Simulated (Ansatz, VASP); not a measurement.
# Sn in two plane-wave programs, part 2 of 2

One calculation is typed for both programs; each brings its own data sets. How far apart do they land? The cell is taken from a series of runs on this material, whose earlier steps may have relaxed, scaled, displaced or heated it; both programs get it as it stands.

VASP 6.6.1 and Ansatz 0.2.0.

So far: Set-up; VASP: zone-centre phonons, LDA.

### 2. VASP: zone-centre phonons, LDA (continued)

Level of this step: LDA; plane waves and PAW (Sn_d) (VASP).

Numbers of over 12 decimals in the logs are rounded to 6 here.

OUTCAR, selected parts (step 2):

```text
ion  position               nearest neighbor table
   1  0.500  0.500  0.500-   2 2.80   2 2.81   2 2.81   2 2.81
   2  0.750  0.750  0.750-   1 2.80   1 2.81   1 2.81   1 2.81

  LATTYP: Found a body centered tetragonal cell.
 ALAT       =     4.5611751637
 C/A-ratio  =     1.4331493948

 Subroutine GETGRP returns: Found  4 space group operations
 (whereof  2 operations were pure point group operations)

The static configuration has the point symmetry C_1h.
 The point group associated with its full space group is C_2h.

   k-points           NKPTS =   1728   k-points in BZ     NKDIM =   1728   number of bands    NBANDS=     20

   dimension x,y,z NGX =    36 NGY =   36 NGZ =   36
   dimension x,y,z NGXF=    72 NGYF=   72 NGZF=   72

   ENCUT  =  500.0 eV  36.75 Ry    6.06 a.u.   8.37  8.37  8.32*2*pi/ulx,y,z

   NELECT =      28.0000    total number of electrons

 k-points in reciprocal lattice and weights: Points of the shifted mesh
   0.04166667  0.04166667  0.04166667       0.001
   0.04166667  0.04166667  0.12500000       0.001
   0.04166667  0.04166667  0.20833333       0.001
   0.04166667  0.04166667  0.29166667       0.001
   0.04166667  0.04166667  0.37500000       0.001
   0.04166667  0.04166667  0.45833333       0.001
   0.04166667  0.04166667  0.54166667       0.001
   0.04166667  0.04166667  0.62500000       0.001
   0.04166667  0.04166667  0.70833333       0.001
[...]
0.95833333  0.95833333  0.87500000       0.001
   0.95833333  0.95833333  0.95833333       0.001

 average (electrostatic) potential at core
       1-101.3495       2-101.3495

  Total        0.0048925      0.0048925     -0.1836984     -0.0102463     -0.0205774     -0.0205774
  in kB        0.1152797      0.1152797     -4.3283691     -0.2414279     -0.4848511     -0.4848520
  external PRESSURE =      -1.3659366 kB  Pullay stress =       0.0000000 kB

  energy-cutoff  :      500.00
  volume of cell :       68.00
      direct lattice vectors                 reciprocal lattice vectors
     0.000000000  3.225237888  3.268422713    -0.155027324  0.155027324  0.152978988
     3.225237888  0.000000000  3.268422713     0.155027324 -0.155027324  0.152978988
     3.225237888  3.225237888  0.000000000     0.155027324  0.155027324 -0.152978988

 POSITION                                       TOTAL-FORCE (eV/Angst)
 -----------------------------------------------------------------------------------
      3.22473      3.22473      3.26836         0.000457      0.000457     -0.000616
      4.83836      4.83836      4.90270        -0.000457     -0.000457      0.000616
 -----------------------------------------------------------------------------------
    total drift:                               -0.000000      0.000000      0.000000

 Eigenvectors and eigenvalues of the dynamical matrix
 ----------------------------------------------------

   1 f  =    5.762395 THz    36.206193 2PiTHz  192.212793 cm-1    23.831338 meV
             X         Y         Z           dx          dy          dz
      3.224731  3.224731  3.268359     0.398043    0.398043    0.427929
      4.838364  4.838364  4.902697    -0.398043   -0.398043   -0.427929

   2 f  =    5.635597 THz    35.409501 2PiTHz  187.983286 cm-1    23.306946 meV
             X         Y         Z           dx          dy          dz
      3.224731  3.224731  3.268359     0.500000   -0.500000   -0.000000
      4.838364  4.838364  4.902697    -0.500000    0.500000    0.000000

   3 f  =    5.474105 THz    34.394819 2PiTHz  182.596503 cm-1    22.639071 meV
             X         Y         Z           dx          dy          dz
      3.224731  3.224731  3.268359     0.302591    0.302591   -0.562918
      4.838364  4.838364  4.902697    -0.302591   -0.302591    0.562918

   4 f/i=    0.000000 THz     0.000000 2PiTHz    0.000001 cm-1     0.000000 meV
             X         Y         Z           dx          dy          dz
      3.224731  3.224731  3.268359     0.106667   -0.697778    0.041566
      4.838364  4.838364  4.902697     0.106667   -0.697778    0.041566

   5 f/i=    0.000000 THz     0.000000 2PiTHz    0.000002 cm-1     0.000000 meV
             X         Y         Z           dx          dy          dz
      3.224731  3.224731  3.268359     0.692457    0.099733   -0.102747
      4.838364  4.838364  4.902697     0.692457    0.099733   -0.102747

   6 f/i=    0.000000 THz     0.000001 2PiTHz    0.000003 cm-1     0.000000 meV
             X         Y         Z           dx          dy          dz
      3.224731  3.224731  3.268359     0.095529    0.056205    0.698366
      4.838364  4.838364  4.902697     0.095529    0.056205    0.698366

 ELASTIC MODULI CONTR FROM IONIC RELAXATION (kBar)
 Direction    XX          YY          ZZ          XY          YZ          ZX
 --------------------------------------------------------------------------------
 XX          -0.6682     -0.5269      1.2198     10.5669     -7.7359      0.9949
 YY          -0.5269     -0.6682      1.2198     11.7800     -2.6517     -5.2966
 ZZ           1.2198      1.2198     -2.7553    -19.9424     15.8671      9.2049
 XY          10.5669     11.7800    -19.9424   -245.1962     18.3176     15.1146
 YZ          -7.7359     -2.6517     15.8671     18.3176   -241.1810     -1.1572
 ZX           0.9949     -5.2966      9.2049     15.1146     -1.1572   -235.2541
 --------------------------------------------------------------------------------
```

### 3. Ansatz: zone-centre phonons, LDA

Ansatz runs on its PAW soft_1 files.

The same cell, functional (in two slightly different forms), mesh and smearing now go to Ansatz, which takes its cutoff from its data sets.

input.yaml

```yaml
crystal:
  lattice:
    - [0.0, 3.2252378884, 3.2684227126]
    - [3.2252378884, 0.0, 3.2684227126]
    - [3.2252378884, 3.2252378884, 0.0]
  atoms:
    - { symbol: Sn, position: [0.4999903079, 0.4999903079, 0.4998524968] }
    - { symbol: Sn, position: [0.7500096921, 0.7500096921, 0.7501475032] }
kpoints:
  mp_grid: { grid: [12, 12, 12], shift: [0.5, 0.5, 0.5] }
hamiltonian:
  xc: lda
  pseudopotentials: { kind: paw, azcp: { folder: soft_1 }, xc_functional: pbe }
scf:
  occupations: { method: gaussian, width: 0.015 }
output:
  eigenvalues: true
phonons:
  method: dfpt
```

Started as:

```console
$ ansatz run input.yaml --threads 4 --pin off --max-ram 10240MiB --backend cpu --events-out ev --progress --plain --runs-dir out
```

What it wrote:

```text
Engine: ansatz 0.2.0, aarch64-unknown-linux-gnu
Pseudopotentials: kind: paw
Pseudopotential: Sn, paw, valence charge 14, recommended cutoff 420 eV (normal), soft_1/Sn.paw.azcp
Functional definition: SPW92
  exchange = slater_x
  correlation = pw_c
Crystal: 2 atoms, lattice volume = 67.997 Å³
Basis set: ecut = 420 eV, 1363 PW (Γ), exchange–correlation on 64×64×64 points (8 copies of the dense FFT grid, shifted against one another)
Bands: 18, of which v1, the nominal top of the filled ones, is band 14 counted from 1 (13 counted from 0)
Symmetry: 4 space group operations
k-points: 864 of 1728 (irreducible under 1 space group operation, time reversal used)
Non-local potential: Sn, projectors of the file, l = 0: 2, l = 1: 2, l = 2: 2, l = 3: 1
PAW form: soft (Blöchl's): semilocal exchange-correlation on the pseudo side does not see the compensation charge
PAW frozen core: Sn, regenerated for the run's functional, and the local potential with it (the file was generated under x = pbe(κ = 0.804, μ = 0.219515), c = pbe(β = 0.066725))
PAW one-centre angular grid: Sn, 590 points (default); XC on 64 Gauss nodes
Initial density: superposition of atomic densities (chi_scale 0.1, normalization cell)
Initial wavefunctions: pseudopotential atomic-orbital guess
Functional: x = slater, c = lda
SCF iter   1: F=—  HF=-11759.279037 eV  |F-HF|=—  |Δ(HF+E_count)|=         —  Δρ=2.26e-2  dr2=3.88e-1  ethr=3.10e-3  ⟨swp⟩=6.0  Hψ=84423  notcnv=0
preconditioner: auto → none  [insulator: Δε(μ)=0.057 eV  Ē_g=19.954 eV  σ=0.015 eV  W_gap=0.99  n_scr=14 (ndim 8)  ℏωp=23.8 eV  f_vac=0.004  D(μ)=0.00/eV (n_scr^D=0)  ε∞_Penn≈2.4]
SCF iter   2: F=—  HF=-11759.163503 eV  |F-HF|=—  |Δ(HF+E_count)|=   1.16e-1  Δρ=9.42e-3  dr2=6.29e-2  ethr=1.39e-3  ⟨swp⟩=2.0  Hψ=25901  notcnv=0
SCF iter   3: F=—  HF=-11759.148746 eV  |F-HF|=—  |Δ(HF+E_count)|=   1.48e-2  Δρ=9.96e-4  dr2=4.54e-4  ethr=2.25e-4  ⟨swp⟩=2.0  Hψ=22468  notcnv=0
SCF iter   4: F=—  HF=-11759.148879 eV  |F-HF|=—  |Δ(HF+E_count)|=   1.33e-4  Δρ=4.55e-4  dr2=5.36e-5  ethr=1.62e-6  ⟨swp⟩=2.0  Hψ=29913  notcnv=0
SCF iter   5: F=—  HF=-11759.148872 eV  |F-HF|=—  |Δ(HF+E_count)|=   7.56e-6  Δρ=1.60e-4  dr2=6.45e-6  ethr=1.92e-7  ⟨swp⟩=3.0  Hψ=27968  notcnv=0
SCF iter   6: F=—  HF=-11759.148872 eV  |F-HF|=—  |Δ(HF+E_count)|=   1.83e-7  Δρ=3.63e-5  dr2=4.25e-7  ethr=2.31e-8  ⟨swp⟩=2.0  Hψ=24802  notcnv=0
SCF iter   7: F=—  HF=-11759.148871 eV  |F-HF|=—  |Δ(HF+E_count)|=   5.78e-7  Δρ=6.29e-6  dr2=1.96e-8  ethr=1.52e-9  ⟨swp⟩=1.0  Hψ=15552  notcnv=0
SCF iter   8: F=—  HF=-11759.148871 eV  |F-HF|=—  |Δ(HF+E_count)|=   4.77e-9  Δρ=5.89e-7  dr2=1.72e-10  ethr=6.99e-11  ⟨swp⟩=3.0  Hψ=28175  notcnv=0
SCF iter   9: F=-11759.148871 eV  HF=-11759.148871 eV  |F-HF|=3.64e-12  |Δ(HF+E_count)|=  2.18e-11  Δρ=5.62e-8  dr2=6.12e-13  ethr=1.00e-12  ⟨swp⟩=7.0  Hψ=73043  notcnv=0
SCF 1 converged in 9 iterations: F = -11759.148871 eV  dr2 = 6.12e-13
  greatest PAW one-centre occupation: 0.992 electrons in one spin orbital (limit 2), on the Sn atom at site 1 (counted from 0), in its partial waves of l = 2
DFPT response loops at Γ: preconditioner auto → Kerker (q_TF=auto, 2.353 Å⁻¹) (partly filled bands, converged f_vac=0.083); β = 1.00, the filter's whole step (`scf.mixing.beta` (0.50) is not read by the response loops under this deck's `scf.mixing.preconditioner`; to damp them name `kerker` or `kerker_dos`, under which they read `scf.mixing.beta`, and type it under 1.00, their step now; both keys bind the ground state too); Broyden in place of MSR1
SCF converged after 9 iterations
Free energy (F): -11759.148871 eV
Harris-Foulkes:  -11759.148871 eV  (|F-HF|=3.64e-12)
Internal energy: -11759.148851 eV  (E = F + TS)
E sigma→0 (E₀):  -11759.148861 eV
Entropy (-TS):   -0.000020 eV (-0.010 meV/atom)
Fermi energy:    7.622834 eV
--- Per-component energies (eV) ---
  E_band       = -253.164915
  E_kinetic    = 339.218709
  E_local      = -2623.557319  (includes V_loc(G=0)·N_el)
  E_nonlocal   = 298.996102
  E_hartree    = 1273.309374
  E_xc         = -250.036924
  E_vxc        = -162.346326  (∫ρ·V_xc dr)
  E_paw        = -8451.361715  (= ΣΔE_a)
  E_vpaw       = -652.095375  (= ΣTr[D̂ρ^β])
  E_aug_tail   = 0.000544  (compensation charges beyond the density's cutoff)
  E_ewald      = -2346.567404
  E_core_change = 0.849782  (= ΣΔE_core)
  E_smearing   = -0.000020  (= −TS)
  E_closure    = 0.000000  (closes the sum)
  Σ components = -11759.148871   (vs F -11759.148871, Δ=0.00e0)
--- Band table (eV; the first three rows and the last of 864) ---
  k-point 0: bands = [... 10 lower, -3.0702, 6.5076, 7.6225, 7.6899, 7.8741, 9.7952, 9.8014, 9.8572]
  k-point 1: bands = [... 10 lower, -2.9797, 5.6791, 7.2167, 7.6231, 8.2590, 9.8927, 9.9313, 10.4225]
  k-point 2: bands = [... 10 lower, -2.7579, 4.4790, 6.8412, 7.3501, 8.2411, 10.2443, 10.4162, 11.2336]
  k-point 863: bands = [... 10 lower, -1.4507, 1.2489, 6.2796, 6.4363, 7.7319, 10.7938, 10.9026, 13.2361]
--- Phonons (Γ-DFPT): 2 representative perturbations + reference, on 864 of 1728 k-points (Σ response iterations 6) ---
  k mesh reduced under 1 symmetry operation, with k and −k counted as one. Each operation leaves every solved perturbation unchanged. A smaller set is not used because it would not reduce the number of displacements times k-points to solve
  ASR residual: 2.354e-5 → 0.000e0 eV/Å²; symmetrization residual: 3.368e-6 eV/Å²
  ASR residual per site (eV/Å²): 2.35e-5 2.35e-5
  Γ frequencies (cm⁻¹): 0.00 0.00 0.00 180.64 187.10 191.35
  non-analytic LO–TO correction: not included (Born effective charges unavailable; polar crystals: no LO–TO splitting at Γ)
```

In the SCF lines HF is the Harris–Foulkes energy and dr2 the Hartree energy of the density residual, in eV; the loop may stop once dr2 is under the threshold and the program's other checks hold. Hψ counts applications of the Hamiltonian.

### 4. Comparison

Known differences besides the potentials themselves: the two LDA forms differ slightly; the cutoff is 420 eV in Ansatz and 500 eV in VASP; VASP's log shows a relativistic correction to its local exchange, Ansatz's none. Total energies have different zeros and are not compared.

Both answers:

```tsv
quantity	Ansatz	VASP	difference
optical mode 1 (cm⁻¹)	180.6	182.6	-1.07 %
optical mode 2 (cm⁻¹)	187.1	188.0	-0.47 %
optical mode 3 (cm⁻¹)	191.3	192.2	-0.45 %
```

Modes are paired by rising frequency, not by their patterns, so a pair may set unlike modes beside each other; they are those without the splitting of longitudinal modes.

### 5. Summary of results

```json
{
  "r.m.s. difference of the optical zone-centre modes, each program's sorted by frequency (zone-centre phonons, LDA)": "1.3 cm⁻¹",
  "difference in optical mode 1 (zone-centre phonons, LDA)": "-1.1 %"
}
```

**Reading.** The r.m.s. difference of the optical zone-centre modes, each program's sorted by frequency is 1.3 cm⁻¹ (zone-centre phonons, LDA). Among the rows given in per cent, the largest difference of the zone-centre phonons, LDA pair is in optical mode 1, -1.1 %. How closely two codes agree says nothing of how well the functional describes the real material.

[Lines on the potential files, build, host, timing and source positions are cut from VASP's logs without a mark.]

[Logs are printed without paths, hosts, clocks, repeated set-up lines and the standing remarks that a program may print on its own settings, such as how far it seeks lower states.]

[Hosts, paths, dates, database ids (printed as entryN), source tags and the programs' standing remarks are cut or masked in the printed files.]
